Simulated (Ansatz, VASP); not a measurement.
## Cross-check of WF6 (WF6 (Pnma)) between VASP and Ansatz

One calculation is typed for both programs; each brings its own data sets. How far apart do they land? Of the first pair: The structure shown is the start of the Ansatz relaxation below; VASP solves that cell, so the two are compared at the walk's first step.

Method: plane waves, with VASP 6.6.1 beside it; single point at r2SCAN, in Ansatz 0.2.0.

### Step 1. The starting structure

Symmetry: Pnma, No. 62, orthorhombic system. The conventional cell has a = 9.385 Å, b = 8.539 Å, c = 4.962 Å, α = 90.00°, β = 90.00°, γ = 90.00°. Nearest to W lie 6 F at 1.85 Å. Nearest to F lie 1 W at 1.85 Å. F has 1 W at 1.85 Å nearest. Nearest to F lie 1 W at 1.85 Å. Farther neighbours and most contacts between anions are not listed.

### Step 2. Ansatz: relaxation, r2SCAN

Ansatz runs on its default PAW (the set named soft_2) files.

The two programs are compared at the cell with which this relaxation starts, whose forces are those of its first step.

Contents of input.yaml:

```yaml
crystal:
  lattice:
    - [9.3851333, 0.0, 0.0]
    - [0.0, 8.5387204, 0.0]
    - [0.0, 0.0, 4.9624074]
  atoms:
    - { symbol: W, position: [0.37213289, 0.75, 0.58300955] }
    - { symbol: W, position: [0.12786711, 0.25, 0.08300955] }
    - { symbol: W, position: [0.62786711, 0.25, 0.41699045] }
    - { symbol: W, position: [0.87213289, 0.75, 0.91699045] }
    - { symbol: F, position: [0.74086475, 0.40337516, 0.57076005] }
    - { symbol: F, position: [0.75913525, 0.59662484, 0.07076005] }
    - { symbol: F, position: [0.25913525, 0.90337516, 0.42923995] }
    - { symbol: F, position: [0.24086475, 0.09662484, 0.92923995] }
    - { symbol: F, position: [0.98775507, 0.75, 0.21922521] }
    - { symbol: F, position: [0.51224493, 0.25, 0.71922521] }
    - { symbol: F, position: [0.01224493, 0.25, 0.78077479] }
    - { symbol: F, position: [0.48775507, 0.75, 0.28077479] }
    - { symbol: F, position: [0.75622827, 0.75, 0.61440494] }
    - { symbol: F, position: [0.74377173, 0.25, 0.11440494] }
    - { symbol: F, position: [0.24377173, 0.25, 0.38559506] }
    - { symbol: F, position: [0.25622827, 0.75, 0.88559506] }
    - { symbol: F, position: [0.98556297, 0.90273007, 0.76132352] }
    - { symbol: F, position: [0.51443703, 0.09726993, 0.26132352] }
    - { symbol: F, position: [0.01443703, 0.40273007, 0.23867648] }
    - { symbol: F, position: [0.48556297, 0.59726993, 0.73867648] }
    - { symbol: F, position: [0.01443703, 0.09726993, 0.23867648] }
    - { symbol: F, position: [0.48556297, 0.90273007, 0.73867648] }
    - { symbol: F, position: [0.98556297, 0.59726993, 0.76132352] }
    - { symbol: F, position: [0.51443703, 0.40273007, 0.26132352] }
    - { symbol: F, position: [0.75913525, 0.90337516, 0.07076005] }
    - { symbol: F, position: [0.74086475, 0.09662484, 0.57076005] }
    - { symbol: F, position: [0.24086475, 0.40337516, 0.92923995] }
    - { symbol: F, position: [0.25913525, 0.59662484, 0.42923995] }
basis:
  ecutwfc: 500
  xc_grid: 2
hamiltonian:
  xc: r2scan
kpoints:
  mp_grid: { grid: [3, 3, 6] }
scf:
  occupations: { method: fermi_dirac, width: 0.01 }
  max_iter: 150
output:
  forces: true
  stress: true
relax:
  f_tol: 0.01
  max_steps: 60
  cell: {}
checkpoint:
  write: "../r2scan.run"
  compress: false
  write_wavefunctions: false
  write_every: 100000
```

Run with:

```console
> ansatz run input.yaml --threads 4 --pin off --max-ram 5652MiB --backend cpu --events-out ev --progress --plain --runs-dir out
```

Numbers of over 12 decimals in the logs are rounded to 6 here.

The log of the run:

```text
Engine: ansatz 0.2.0, aarch64-unknown-linux-gnu
Pseudopotentials: kind: paw
Pseudopotential: W, paw, valence charge 14, recommended cutoff 500 eV (meta_gga), W.paw.azcp
Pseudopotential: F, paw, valence charge 7, recommended cutoff 500 eV (meta_gga), F.paw.azcp
Functional definition: r2SCAN
  parameter k0 = 0.174
  parameter k1 = 0.065
  parameter a1 = 4.9479
  exchange = r2scan_x(k0 = k0, k1 = k1, a1 = a1)
  correlation = r2scan_c
Crystal: 28 atoms, lattice volume = 397.673 Å³
Basis set: ecut = 500 eV, 10051 PW (Γ), exchange–correlation on 144×128×80 points (8 copies of the dense FFT grid, shifted against one another)
Bands: 140, of which v1, the nominal top of the filled ones, is band 112 counted from 1 (111 counted from 0)
Symmetry: 8 space group operations
Space group: Pnma (ITA 62), of the structure as read, at distance tolerance 7.4e-5 Å
k-points: 16 of 54
Non-local potential: W, projectors of the file, l = 0: 3, l = 1: 2, l = 2: 2, l = 3: 1
Non-local potential: F, projectors of the file, l = 0: 2, l = 1: 2, l = 2: 1
PAW form: soft (Blöchl's): semilocal exchange-correlation on the pseudo side does not see the compensation charge
PAW frozen core: W, regenerated for the run's functional (the file was generated under x = pbe(κ = 0.804, μ = 0.219515), c = pbe(β = 0.066725))
PAW frozen core: F, regenerated for the run's functional (the file was generated under x = pbe(κ = 0.804, μ = 0.219515), c = pbe(β = 0.066725))
PAW one-centre angular grid: W, 590 points (default); XC on 160 Gauss nodes
PAW one-centre angular grid: F, 302 points (default); XC on 160 Gauss nodes
Initial density: superposition of atomic densities (neutral atoms: chi_scale 0, normalization atom), corrected by the library's trained network
Initial wavefunctions: pseudopotential atomic-orbital guess
Functional: x = r2scan, c = r2scan; τ floored in thin density (d = 2e-4 eV/Å³)
SCF iter   1: F=—  HF=-61034.525485 eV  |F-HF|=—  |Δ(HF+E_count)|=         —  Δρ=1.23e-2  dr2=9.04e-1  dr2_τ=1.40e0  ethr=1.77e-3  ⟨swp⟩=6.1  Hψ=8326  notcnv=0  defer=74
preconditioner: auto → Resta (q_TF=auto, 2.479 Å⁻¹)  ε∞=3.6  [insulator: Δε(μ)=5.772 eV  Ē_g=16.147 eV  σ=0.010 eV  W_gap=1.00  n_scr=90 (ndim 8)  ℏωp=25.8 eV  f_vac=0.222  D(μ)=0.00/eV (n_scr^D=0)  ε∞_Penn≈3.6]
SCF iter   2: F=—  HF=-61034.599225 eV  |F-HF|=—  |Δ(HF+E_count)|=   7.37e-2  Δρ=6.70e-3  dr2=5.71e-2  dr2_τ=6.18e-2  ethr=4.04e-4  ⟨swp⟩=3.8  Hψ=4474  notcnv=0  defer=256
SCF iter   3: F=—  HF=-61034.600105 eV  |F-HF|=—  |Δ(HF+E_count)|=   8.80e-4  Δρ=2.43e-3  dr2=1.17e-2  dr2_τ=2.11e-3  ethr=2.55e-5  ⟨swp⟩=2.0  Hψ=3712  notcnv=0  defer=128
automatic band count: iteration 3 solves 132 bands in place of 140: the levels show a gap, and the empty bands left out lie too high to hold charge; the band table lists the bands solved (type scf.n_extra_bands for more)
SCF iter   4: F=—  HF=-61034.598925 eV  |F-HF|=—  |Δ(HF+E_count)|=   1.18e-3  Δρ=6.10e-4  dr2=6.18e-4  dr2_τ=1.34e-4  ethr=5.21e-6  ⟨swp⟩=2.0  Hψ=3328  notcnv=0  defer=128
SCF iter   5: F=—  HF=-61034.599025 eV  |F-HF|=—  |Δ(HF+E_count)|=   9.99e-5  Δρ=1.13e-4  dr2=3.61e-5  dr2_τ=4.49e-6  ethr=2.76e-7  ⟨swp⟩=2.4  Hψ=3801  notcnv=0  defer=128
SCF iter   6: F=—  HF=-61034.599358 eV  |F-HF|=—  |Δ(HF+E_count)|=   3.33e-4  Δρ=5.28e-5  dr2=8.27e-6  dr2_τ=8.33e-7  ethr=1.61e-8  ⟨swp⟩=2.0  Hψ=3470  notcnv=0  defer=128
SCF iter   7: F=—  HF=-61034.599358 eV  |F-HF|=—  |Δ(HF+E_count)|=   1.10e-7  Δρ=9.37e-6  dr2=3.77e-7  dr2_τ=5.67e-8  ethr=3.69e-9  ⟨swp⟩=2.0  Hψ=3302  notcnv=0  defer=128
SCF iter   8: F=-61034.599359 eV  HF=-61034.599359 eV  |F-HF|=9.11e-9  |Δ(HF+E_count)|=   2.66e-7  Δρ=2.66e-6  dr2=3.05e-8  dr2_τ=4.61e-9  ethr=4.46e-11  ⟨swp⟩=4.0  Hψ=6804  notcnv=0
SCF 1 converged in 8 iterations: F = -61034.599359 eV  dr2 = 3.05e-8
  greatest PAW one-centre occupation: 0.999 electrons in one spin orbital (limit 2), on the W atom at site 3 (counted from 0), in its partial waves of l = 0
relax step   1: F+E_penalty+E_count = -61034.59935865 eV  Δ(F+E_penalty+E_count) = +0.000e0 eV  max|allowed force component| = 4.208e-1 eV/Å  Δτ_max = 0.0000 Å  P = -2.574 GPa  Ω = 397.673 Å³  (8 SCF iters, dr2 threshold 1.00e-7 eV, accepted)
[...]
relax step   3: F+E_penalty+E_count = -61034.68558366 eV  Δ(F+E_penalty+E_count) = +1.256e-3 eV  max|allowed force component| = 5.562e-3 eV/Å  Δτ_max = 0.0079 Å  P = +0.042 GPa  Ω = 415.307 Å³  energy of the carried Pulay correction = -1.552e-2 eV  (6 SCF iters, dr2 threshold 2.31e-7 eV, accepted)
[...]
relax step   4: F+E_penalty+E_count = -61034.69954070 eV  Δ(F+E_penalty+E_count) = -1.396e-2 eV  max|allowed force component| = 5.290e-3 eV/Å  Δτ_max = 0.0000 Å  P = +0.003 GPa  Ω = 415.307 Å³  stress off target by 8.08e-3 GPa  SCF on the basis re-selected at this cell (its energy is not comparable with the rows above)  (7 SCF iters)
basis re-selected at this cell: Δ(F+E_penalty+E_count) = -1.396e-2 eV, ΔP = -0.038 GPa vs the last step (what re-selecting the basis moved, of the pressure what is left beyond the Pulay correction that the steps carried, after the strain that the cell walked since its last selection, with what the two solves' SCF thresholds leave and, on support functions, any second-order correction that the steps lacked; it is no m [...]
SCF converged after 7 iterations
Free energy (F): -61034.699541 eV
Harris-Foulkes:  -61034.699541 eV  (|F-HF|=1.46e-11)
Internal energy: -61034.699541 eV  (E = F + TS)
E sigma→0 (E₀):  -61034.699541 eV
Fermi energy:    1.575944 eV
--- Per-component energies (eV) ---
  E_band       = -3067.989930
  E_kinetic    = 6744.818688
  E_local      = -23252.689145  (includes V_loc(G=0)·N_el)
  E_nonlocal   = 1726.189447
  E_hartree    = 8713.750424
  E_xc         = -2875.669384
  E_vxc        = -3799.570781  (∫ρ·V_xc dr)
  E_paw        = -39228.771853  (= ΣΔE_a)
  E_vpaw       = -2175.621112  (= ΣTr[D̂ρ^β])
  E_aug_tail   = 0.024555  (compensation charges beyond the density's cutoff)
  E_vtau       = 261.357616  (kinetic-family band-sum trace: ∫τ·v_τ [+ j·A + Jᵃ·Aᵃ] dr)
  E_ewald      = -12859.247082
  E_core_change = -3.105192  (= ΣΔE_core)
  E_smearing   = -0.000000  (= −TS)
  E_closure    = 0.000000  (closes the sum)
  Σ components = -61034.699541   (vs F -61034.699541, Δ=0.00e0)
--- Forces (eV/Å), atoms counted from 1 ---
  atom   1  W      0.00039776     0.00000000     0.00529040
  atom   2  W     -0.00039776     0.00000000     0.00529040
  atom   3  W     -0.00039776    -0.00000000    -0.00529040
  atom   4  W      0.00039776    -0.00000000    -0.00529040
  atom   5  F      0.00299531     0.00256319     0.00290368
  atom   6  F     -0.00299531    -0.00256319     0.00290368
  atom   7  F     -0.00299531     0.00256319    -0.00290368
  atom   8  F      0.00299531    -0.00256319    -0.00290368
  atom   9  F      0.00223789     0.00000000     0.00273713
  atom  10  F     -0.00223789     0.00000000     0.00273713
  atom  11  F     -0.00223789    -0.00000000    -0.00273713
  atom  12  F      0.00223789    -0.00000000    -0.00273713
  atom  13  F      0.00071178    -0.00000000    -0.00137359
  atom  14  F     -0.00071178    -0.00000000    -0.00137359
  atom  15  F     -0.00071178     0.00000000     0.00137359
  atom  16  F      0.00071178     0.00000000     0.00137359
  atom  17  F      0.00097913     0.00200483    -0.00049848
  atom  18  F     -0.00097913    -0.00200483    -0.00049848
  atom  19  F     -0.00097913     0.00200483     0.00049848
  atom  20  F      0.00097913    -0.00200483     0.00049848
  atom  21  F     -0.00097913    -0.00200483     0.00049848
  atom  22  F      0.00097913     0.00200483     0.00049848
  atom  23  F      0.00097913    -0.00200483    -0.00049848
  atom  24  F     -0.00097913     0.00200483    -0.00049848
  atom  25  F     -0.00299531     0.00256319     0.00290368
  atom  26  F      0.00299531    -0.00256319     0.00290368
  atom  27  F      0.00299531     0.00256319    -0.00290368
  atom  28  F     -0.00299531    -0.00256319    -0.00290368
  max |Σ_I F_I| component: 1.30e-18 eV/Å
--- Stress (GPa, compression-positive) ---
        0.000556       0.000000       0.000000
        0.000000       0.008081       0.000000
        0.000000       0.000000       0.001373
  P = ⅓ Tr σ = 0.0033 GPa (0.033 kbar)
--- Relaxed structure (3 steps of the walk, 3 accepted, 1 SCFs on fresh bases) ---
  F+E_penalty+E_count = -61034.69954070 eV   max|allowed force component| = 5.290e-3 eV/Å   (the final SCF, on the basis selected at the relaxed cell)
  cell:  # Å, volume = 415.3072 Å³
    - [9.510948, 0, -1.4566044393939486e-17]
    - [0, 8.673180, 0]
    - [-7.70182417006414e-18, 0, 5.034626]
  atoms:
    - { symbol: W, position: [0.372063, 0.750000, 0.582126] }
    - { symbol: W, position: [0.127937, 0.25, 0.082126] }
    - { symbol: W, position: [0.627937, 0.25, 0.417874] }
    - { symbol: W, position: [0.872063, 0.750000, 0.917874] }
    - { symbol: F, position: [0.738585, 0.400078, 0.568461] }
    - { symbol: F, position: [0.761415, 0.599922, 0.068461] }
    - { symbol: F, position: [0.261415, 0.900078, 0.431539] }
    - { symbol: F, position: [0.238585, 0.099922, 0.931539] }
    - { symbol: F, position: [0.985370, 0.750000, 0.213698] }
    - { symbol: F, position: [0.514630, 0.25, 0.713698] }
    - { symbol: F, position: [0.014630, 0.25, 0.786302] }
    - { symbol: F, position: [0.485370, 0.750000, 0.286302] }
    - { symbol: F, position: [0.758631, 0.750000, 0.621370] }
    - { symbol: F, position: [0.741369, 0.25, 0.121370] }
    - { symbol: F, position: [0.241369, 0.25, 0.378630] }
    - { symbol: F, position: [0.258631, 0.750000, 0.878630] }
    - { symbol: F, position: [0.983102, 0.899515, 0.765705] }
    - { symbol: F, position: [0.516898, 0.100485, 0.265705] }
    - { symbol: F, position: [0.016898, 0.399515, 0.234295] }
    - { symbol: F, position: [0.483102, 0.600485, 0.734295] }
    - { symbol: F, position: [0.016898, 0.100485, 0.234295] }
    - { symbol: F, position: [0.483102, 0.899515, 0.734295] }
    - { symbol: F, position: [0.983102, 0.600485, 0.765705] }
    - { symbol: F, position: [0.516898, 0.399515, 0.265705] }
    - { symbol: F, position: [0.761415, 0.900078, 0.068461] }
    - { symbol: F, position: [0.738585, 0.099922, 0.568461] }
    - { symbol: F, position: [0.238585, 0.400078, 0.931539] }
    - { symbol: F, position: [0.261415, 0.599922, 0.431539] }
```

Reading the cycles: dr2 is the Hartree energy of the density residual (eV), the measure of convergence; HF is the Harris–Foulkes estimate of the energy, which meets the free energy F at convergence.

(Part 1 of 3 ends here.)

[Lines on the potential files, build, host, timing and source positions are cut from VASP's logs without a mark.]

[Logs are printed without paths, hosts, clocks, repeated set-up lines and the standing remarks that a program may print on its own settings, such as how far it seeks lower states.]

[Hosts, paths, dates, database ids (printed as entryN), source tags and the programs' standing remarks are cut or masked in the printed files.]
